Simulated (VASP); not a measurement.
Crystal: Sn2HBr3.

```
Sn H Br
1.0
     4.13275    0.00000    0.00000
    -2.06638    3.57907    0.00000
     0.00000    0.00000   11.88800
Sn H Br
2 1 3
Direct
  0.33333 0.66667 0.43767
  0.33333 0.66667 0.01851
  0.66667 0.33333 0.05527
  0.66667 0.33333 0.58723
  0.00000 0.00000 0.28112
  0.00000 0.00000 0.87012
```

The cell was built by a generator and needn't be a form met in nature.

```yaml
Program: VASP 6.6.1
Task: relaxation of cell and atoms
Functional: PBE
Potentials_or_basis: VASP PAW PBE potentials, release 64 (Sn_d, H, Br)
Cutoff: 520 eV
k_mesh: 8 × 8 × 4
Occupations: gaussian, width 0.1 eV
Spin: no spin polarisation
```

At the start: pressure 0.3 GPa; volume 29.31 Å³/atom.

Q: How do energy, volume and symmetry change on relaxing?

A: Over 20 steps the energy falls by 3.6 meV/atom and the volume is 31.65 Å³/atom (+8.0 %); space group P3m1 (No. 156, to 0.05 Å).

The path:
| step | energy change (eV) | largest force (eV/Å) | pressure (GPa) | volume (Å³) |
| --- | --- | --- | --- | --- |
| 1 | 0.0000 | 0.0873 | 0.29 | 175.84 |
| 2 | -0.0027 | 0.1041 | 0.06 | 177.21 |
| 3 | -0.0035 | 0.1229 | -0.14 | 178.43 |
| 4 | -0.0058 | 0.1097 | -0.11 | 178.80 |
| 5 | -0.0113 | 0.0711 | -0.05 | 179.91 |
| 6 | -0.0151 | 0.0539 | 0.08 | 182.14 |
| 7 | -0.0162 | 0.0656 | -0.04 | 183.56 |
| 8 | -0.0165 | 0.0735 | -0.12 | 184.51 |
| 9 | -0.0177 | 0.0718 | -0.04 | 184.67 |
| 10 | -0.0185 | 0.0695 | 0.11 | 184.91 |
| 11 | -0.0196 | 0.0571 | 0.06 | 185.92 |
| 12 | -0.0203 | 0.0749 | -0.07 | 188.13 |
| 13 | -0.0204 | 0.0595 | -0.04 | 187.65 |
| 14 | -0.0213 | 0.0342 | 0.02 | 188.29 |
| 15 | -0.0215 | 0.0120 | 0.09 | 189.05 |
| 16 | -0.0216 | 0.0271 | -0.06 | 190.81 |
| 17 | -0.0217 | 0.0118 | 0.01 | 189.89 |
| 18 | -0.0217 | 0.0128 | 0.00 | 189.93 |
| 19 | -0.0217 | 0.0118 | 0.01 | 189.91 |
| 20 | -0.0218 | 0.0085 | 0.00 | 189.93 |

Final structure:
```cif
data_structure
_symmetry_space_group_name_H-M 'P 1'
_symmetry_Int_Tables_number 1
_cell_length_a 4.1444
_cell_length_b 4.1444
_cell_length_c 12.7685
_cell_angle_alpha 90.000
_cell_angle_beta 90.000
_cell_angle_gamma 120.000
_cell_volume 189.93
loop_
_atom_site_label
_atom_site_type_symbol
_atom_site_fract_x
_atom_site_fract_y
_atom_site_fract_z
_atom_site_occupancy
Sn1 Sn 0.33333 0.66667 0.43729 1
Sn2 Sn 0.33333 0.66667 0.01219 1
H1 H 0.66667 0.33333 0.05528 1
Br1 Br 0.66667 0.33333 0.57689 1
Br2 Br 0.00000 0.00000 0.29396 1
Br3 Br 0.00000 0.00000 0.87430 1
```

Caveat: this functional lacks dispersion, which binds the layers, so the pressure and a relaxed spacing across them are unreliable.
